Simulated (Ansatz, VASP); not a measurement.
# Cu (Copper) in two plane-wave programs, part 2 of 2

Wanted: the spread between two codes on one cell, functional and k mesh. The cell is taken from a series of runs on this material, whose earlier steps may have relaxed, scaled, displaced or heated it; both programs get it as it stands.

VASP 6.6.1 and Ansatz 0.2.0.

So far: The structure; Ansatz: elastic constants, r2SCAN.

## Step 3: VASP: elastic constants, r2SCAN

Level of this step: r2SCAN; plane waves and PAW (Cu) (VASP).

The same cell, functional, mesh and smearing now go to VASP, with its own data sets.

Lines of VASP's logs that name or quote its potential files are left out, and so is its time.

INCAR reads:

```
SYSTEM = Cu
PREC = Accurate
ENCUT = 660
EDIFF = 1E-08
NELM = 120
ISMEAR = -1
SIGMA = 0.15
LREAL = .FALSE.
ALGO = Normal
METAGGA = R2SCAN
LASPH = .TRUE.
NBANDS = 11
LORBIT = 11
LWAVE = .FALSE.
LCHARG = .FALSE.
ISIF = 3
IBRION = 6
NFREE = 2
POTIM = 0.015
NSW = 1
GGA_COMPAT = .FALSE.
LMIXTAU = .TRUE.
KPAR = 2
```

POSCAR reads:

```
Cu
1.0
    0.0000000000      1.7897187642      1.7897187642
    1.7897187642      0.0000000000      1.7897187642
    1.7897187642      1.7897187642      0.0000000000
Cu
1
Direct
    0.0000000000      0.0000000000      0.0000000000
```

KPOINTS reads:

```
Automatic mesh
0
Gamma
24 24 24
0 0 0
```

Potentials, in the order of the species: Cu (PBE family, release 64).

Started as:

```
$ mpirun -np 2 vasp_std
```

Numbers of over 12 decimals in the logs are rounded to 6 here.

The log of the run:

```text
[banner, memory and clock lines left out]
running    2 mpi-ranks, on    1 nodes
 distrk:  each k-point on    1 cores,    2 groups
 distr:  one band on    1 cores,    1 groups

 POSCAR found type information on POSCAR Cu
 POSCAR found :  1 types and       1 ions
|                                                                             |
|               ----> ADVICE to this user running VASP <----                  |
|                                                                             |
|     You enforced a specific xc type in the INCAR file but a different       |
|     [... a line on the potential file left out ...]
|     I HOPE YOU KNOW WHAT YOU ARE DOING!                                     |
|                                                                             |

 LDA part: xc-table for (None), standard interpolation
 POSCAR, INCAR and KPOINTS ok, starting setup
 FFT: planning ... GRIDC
 FFT: planning ... GRID_SOFT
 FFT: planning ... GRID
 WAVECAR not read
 entering main loop
       N       E                     dE             d eps       ncg     rms          rms(c)
DAV:   1     0.394436162679E+02    0.39444E+02   -0.64578E+03  9729   0.205E+03
DAV:   2    -0.118211422035E+02   -0.51265E+02   -0.47722E+02  9302   0.232E+02
DAV:   3    -0.133745385142E+02   -0.15534E+01   -0.15356E+01 10289   0.484E+01
DAV:   4    -0.133868145155E+02   -0.12276E-01   -0.12273E-01 10184   0.380E+00
DAV:   5    -0.133869648502E+02   -0.15033E-03   -0.15033E-03 10353   0.415E-01    0.787E+00
DAV:   6    -0.114342709572E+02    0.19527E+01   -0.25148E+01 10661   0.108E+02    0.570E+00
DAV:   7    -0.108478695881E+02    0.58640E+00   -0.52162E+00 10832   0.462E+01    0.522E-01
DAV:   8    -0.108470677382E+02    0.80185E-03   -0.11628E-01 11044   0.707E+00    0.938E-01
DAV:   9    -0.108367610814E+02    0.10307E-01   -0.12855E-01 10893   0.735E+00    0.552E-02
DAV:  10    -0.108377795763E+02   -0.10185E-02   -0.19253E-03 10957   0.535E-01    0.109E-01
DAV:  11    -0.108377731984E+02    0.63779E-05   -0.51273E-04 13572   0.363E-01    0.381E-02
DAV:  12    -0.108377839712E+02   -0.10773E-04   -0.43830E-04 10335   0.381E-01    0.291E-02
DAV:  13    -0.108377866352E+02   -0.26640E-05   -0.10641E-04 10726   0.183E-01    0.130E-03
DAV:  14    -0.108377888525E+02   -0.22173E-05   -0.10639E-06  9274   0.125E-02    0.201E-03
DAV:  15    -0.108377888772E+02   -0.24659E-07   -0.10846E-06 10638   0.206E-02    0.358E-04
DAV:  16    -0.108377891298E+02   -0.25257E-06   -0.66163E-08 10395   0.293E-03    0.590E-04
DAV:  17    -0.108377890576E+02    0.72134E-07   -0.30586E-08  5916   0.265E-03    0.140E-04
DAV:  18    -0.108377890638E+02   -0.61768E-08   -0.27602E-09  4948   0.682E-04
   1 F= -.10837789E+02 E0= -.10827584E+02  d E =-.204104E-01
[... from here on, the cycles between the ionic steps are left out ...]
   2 F= -.10836496E+02 E0= -.10826192E+02  d E =-.206069E-01
   9 F= -.10837047E+02 E0= -.10826821E+02  d E =-.204522E-01
  10 F= -.10837037E+02 E0= -.10826811E+02  d E =-.204523E-01
  11 F= -.10837047E+02 E0= -.10826821E+02  d E =-.204523E-01
  12 F= -.10837037E+02 E0= -.10826811E+02  d E =-.204523E-01
  13 F= -.10837047E+02 E0= -.10826821E+02  d E =-.204523E-01
  14 F= -.10837797E+02 E0= -.10827592E+02  d E =-.204104E-01
 Finite differences progress:
  Degree of freedom:   7/  7
  Displacement:        1/  2
  Total:              13/ 14
 bond charge predicted
       N       E                     dE             d eps       ncg     rms          rms(c)
DAV:   1    -0.108278832729E+02    0.99135E-02   -0.49920E+00 10391   0.190E+01    0.133E-01
DAV:   2    -0.108376675029E+02   -0.97842E-02   -0.46924E-02  9215   0.237E+00    0.866E-02
DAV:   3    -0.108365161016E+02    0.11514E-02   -0.73600E-03  9449   0.799E-01    0.545E-02
DAV:   4    -0.108373988264E+02   -0.88272E-03   -0.65577E-04  9648   0.289E-01    0.104E-02
DAV:   5    -0.108377859558E+02   -0.38713E-03   -0.79122E-04  9416   0.222E-01    0.237E-03
DAV:   6    -0.108377903285E+02   -0.43726E-05   -0.52523E-05  9812   0.616E-02    0.293E-03
DAV:   7    -0.108377948845E+02   -0.45560E-05   -0.47110E-06 10105   0.216E-02    0.130E-03
DAV:   8    -0.108377968797E+02   -0.19952E-05   -0.21722E-06  9588   0.141E-02    0.125E-04
DAV:   9    -0.108377967403E+02    0.13934E-06   -0.16968E-07  9638   0.332E-03    0.418E-05
DAV:  10    -0.108377967838E+02   -0.43439E-07   -0.34336E-09  7296   0.604E-04    0.255E-05
DAV:  11    -0.108377967730E+02    0.10768E-07   -0.26739E-09  5307   0.539E-04    0.166E-05
DAV:  12    -0.108377967710E+02    0.20523E-08   -0.33652E-10  4852   0.186E-04
  15 F= -.10837797E+02 E0= -.10827592E+02  d E =-.204104E-01
 Finite differences progress:
  Degree of freedom:   7/  7
  Displacement:        2/  2
  Total:              14/ 14
```

Parts of OUTCAR (step 3):

```text
ion  position               nearest neighbor table
   1  0.000  0.000  0.000-

  LATTYP: Found a face centered cubic cell.
 ALAT       =     3.5794375284

 Subroutine GETGRP returns: Found 48 space group operations
 (whereof 48 operations were pure point group operations)

The static configuration has the point symmetry O_h .

 Found    413 irreducible k-points:

   k-points           NKPTS =    413   k-points in BZ     NKDIM =    413   number of bands    NBANDS=     11

   dimension x,y,z NGX =    24 NGY =   24 NGZ =   24
   dimension x,y,z NGXF=    48 NGYF=   48 NGZF=   48

   ENCUT  =  660.0 eV  48.51 Ry    6.96 a.u.   5.30  5.30  5.30*2*pi/ulx,y,z

   NELECT =      11.0000    total number of electrons

 k-points in reciprocal lattice and weights: Automatic mesh
   0.00000000  0.00000000  0.00000000       0.000
   0.04166667  0.00000000  0.00000000       0.001
   0.08333333  0.00000000  0.00000000       0.001
   0.12500000  0.00000000  0.00000000       0.001
   0.16666667  0.00000000  0.00000000       0.001
   0.20833333  0.00000000  0.00000000       0.001
   0.25000000  0.00000000  0.00000000       0.001
   0.29166667  0.00000000  0.00000000       0.001
   0.33333333  0.00000000  0.00000000       0.001
[...]
-0.29166667  0.50000000  0.20833333       0.001
  -0.25000000  0.50000000  0.25000000       0.000

 average (electrostatic) potential at core
       1 -69.0079

 E-fermi :   7.7872

 k-point     1 :       0.0000    0.0000    0.0000
  band No.  band energies     occupation
    ...
      2       4.5326      2.00000
      3       4.5326      2.00000
      4       4.5326      2.00000
      5       5.3869      2.00000
      6       5.3869      2.00000
      7      31.3951      0.00000
      8      34.6670      0.00000
      9      34.6671      0.00000
     10      34.6671      0.00000
     11      37.0785      0.00000

 k-point     2 :       0.0417    0.0000    0.0000
  band No.  band energies     occupation
    ...
      2       4.5178      2.00000
      3       4.5457      2.00000
      4       4.5457      2.00000
      5       5.3816      2.00000
      6       5.3816      2.00000
      7      31.0965      0.00000
      8      33.5483      0.00000
      9      34.4158      0.00000
     10      34.4159      0.00000
     11      37.4231      0.00000

 k-point     3 :       0.0833    0.0000    0.0000
  band No.  band energies     occupation
    ...
      2       4.4754      2.00000
      3       4.5817      2.00000
      4       4.5817      2.00000
      5       5.3684      2.00000
      6       5.3684      2.00000
      7      29.7738      0.00000
      8      32.5636      0.00000
      9      33.8999      0.00000
     10      33.9000      0.00000
     11      38.2029      0.00000

  Total        0.0153159      0.0153159      0.0153159     -0.0000000     -0.0000000     -0.0000000
  in kB        2.1402687      2.1402687      2.1402687     -0.0000000     -0.0000000     -0.0000000
  external PRESSURE =       2.1402687 kB  Pullay stress =       0.0000000 kB

  energy-cutoff  :      660.00
  volume of cell :       11.47
      direct lattice vectors                 reciprocal lattice vectors
     0.000000000  1.789718764  1.789718764    -0.279373503  0.279373503  0.279373503
     1.789718764  0.000000000  1.789718764     0.279373503 -0.279373503  0.279373503
     1.789718764  1.789718764  0.000000000     0.279373503  0.279373503 -0.279373503

 POSITION                                       TOTAL-FORCE (eV/Angst)
 -----------------------------------------------------------------------------------
     -0.01500      0.00000      0.00000         0.000000      0.000000      0.000000
 -----------------------------------------------------------------------------------
    total drift:                                0.000335      0.000000      0.000000

  FREE ENERGIE OF THE ION-ELECTRON SYSTEM (eV)
  ---------------------------------------------------
  free  energy   TOTEN  =       -10.8377967710 eV

  energy  without entropy=      -10.8173863596  energy(sigma->0) =      -10.82759157

  SYMMETRIZED ELASTIC MODULI (kBar)
 Direction    XX          YY          ZZ          XY          YZ          ZX
 --------------------------------------------------------------------------------
 XX        1995.6114   1414.0056   1414.0056      0.0000     -0.0000     -0.0000
 YY        1414.0056   1995.6114   1414.0056      0.0000      0.0000      0.0000
 ZZ        1414.0056   1414.0056   1995.6114     -0.0000      0.0000     -0.0000
 XY           0.0000      0.0000     -0.0000    926.2115      0.0000      0.0000
 YZ          -0.0000      0.0000      0.0000      0.0000    926.2115     -0.0000
 ZX          -0.0000      0.0000     -0.0000      0.0000     -0.0000    926.2115
 --------------------------------------------------------------------------------

 Eigenvectors and eigenvalues of the dynamical matrix
 ----------------------------------------------------

   1 f/i=    0.000000 THz     0.000000 2PiTHz    0.000000 cm-1     0.000000 meV
             X         Y         Z           dx          dy          dz
      0.000000  0.000000  0.000000     0.707107   -0.707107    0.000000

   2 f/i=    0.000000 THz     0.000000 2PiTHz    0.000000 cm-1     0.000000 meV
             X         Y         Z           dx          dy          dz
      0.000000  0.000000  0.000000    -0.707107   -0.707107    0.000000

   3 f/i=    0.000000 THz     0.000000 2PiTHz    0.000000 cm-1     0.000000 meV
             X         Y         Z           dx          dy          dz
      0.000000  0.000000  0.000000     0.000000    0.000000    1.000000

 ELASTIC MODULI CONTR FROM IONIC RELAXATION (kBar)
 Direction    XX          YY          ZZ          XY          YZ          ZX
 --------------------------------------------------------------------------------
 XX           0.0000      0.0000      0.0000      0.0000      0.0000      0.0000
 YY           0.0000      0.0000      0.0000      0.0000      0.0000      0.0000
 ZZ           0.0000      0.0000      0.0000      0.0000      0.0000      0.0000
 XY           0.0000      0.0000      0.0000      0.0000      0.0000      0.0000
 YZ           0.0000      0.0000      0.0000      0.0000      0.0000      0.0000
 ZX           0.0000      0.0000      0.0000      0.0000      0.0000      0.0000
 --------------------------------------------------------------------------------

 TOTAL ELASTIC MODULI (kBar)
 Direction    XX          YY          ZZ          XY          YZ          ZX
 --------------------------------------------------------------------------------
 XX        1995.6114   1414.0056   1414.0056      0.0000     -0.0000     -0.0000
 YY        1414.0056   1995.6114   1414.0056      0.0000      0.0000      0.0000
 ZZ        1414.0056   1414.0056   1995.6114     -0.0000      0.0000     -0.0000
 XY           0.0000      0.0000     -0.0000    926.2115      0.0000      0.0000
 YZ          -0.0000      0.0000      0.0000      0.0000    926.2115     -0.0000
 ZX          -0.0000      0.0000     -0.0000      0.0000     -0.0000    926.2115
 --------------------------------------------------------------------------------

 total charge
# of ion       s       p       d       tot
------------------------------------------
    1        0.467   0.422   9.195  10.084

[... 3 further parts left out ...]
```

The last energy, forces, stress and levels in OUTCAR belong to the last displaced cell, not to the cell of POSCAR.

Levels, forces or a CONTCAR printed for this step are those of its last displaced cell, not of the structure at rest.

## Step 4: Differences

Known differences besides the potentials themselves: VASP keeps PBE cores, Ansatz makes them for the functional; the data sets hold 19 valence electrons in Ansatz (on its PAW soft_1 files) and 11 in VASP; the cutoff is 500 eV in Ansatz and 660 eV in VASP; VASP takes each elastic constant from one size of strain, Ansatz from those that its log lists. Total energies have different zeros and are not compared.

The two programs side by side:

```csv
quantity,Ansatz,VASP,difference
C11 (GPa),201.9,199.6,+1.15 %
C22 (GPa),201.9,199.6,+1.15 %
C33 (GPa),201.9,199.6,+1.15 %
C12 (GPa),143.2,141.4,+1.24 %
C13 (GPa),143.2,141.4,+1.24 %
C23 (GPa),143.2,141.4,+1.24 %
C44 (GPa),92.9,92.6,+0.28 %
C55 (GPa),92.9,92.6,+0.28 %
C66 (GPa),92.9,92.6,+0.28 %
```

## Step 5: What came out

| Item | Value |
| --- | --- |
| difference in C12 (elastic constants, r2SCAN) | 1.2 % |

**Reading.** The difference in C12 is 1.2 % (elastic constants, r2SCAN), within the 5 % picked in this series as the mark of a large difference. The data sets hold unlike numbers of valence electrons (19 in Ansatz and 11 in VASP), so part of the differences may come from the potentials. How closely two codes agree says nothing of how well the functional describes the real material.

[Lines on the potential files, build, host, timing and source positions are cut from VASP's logs without a mark.]

[Logs are printed without paths, hosts, clocks, repeated set-up lines and the standing remarks that a program may print on its own settings, such as how far it seeks lower states.]

[Hosts, paths, dates, database ids (printed as entryN), source tags and the programs' standing remarks are cut or masked in the printed files.]
